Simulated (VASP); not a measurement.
Here is the system:

```xyz
3
Lattice="2.3330 -4.0409 0.0000 2.3330 4.0409 0.0000 0.0000 0.0000 7.6074" Properties=species:S:1:pos:R:3 pbc="T T T"
Pb     2.3330     4.0409     0.0000
I      2.3330     1.3470     1.8651
I      2.3330    -1.3470     5.7423
```

Level of theory: PW91 GGA, VASP's PBE PAW potentials (set 64) (plane waves; VASP 6.6.1). Run with 520 eV cut-off, Gaussian smearing of 0.050 eV, potentials Pb_d I.

Without a dispersion term in the relaxation, distances and binding between the weakly bound layers, chains or molecules are unreliable, and so is what depends on them. Unless said otherwise, spin-orbit coupling is left out, though it shifts the bands of the heavy elements here.

Problem. What does the run give for the band gap (along the path) with the smallest direct gap where there is one?

Solution. 
| Quantity | Value |
|---|---|
| band gap (along the path) | 2.40 eV |
| smallest direct gap (along the path) | 2.46 eV |

The compound is PbI2 in the 1T layered structure. It was relaxed first, which changed the volume by +14 %.
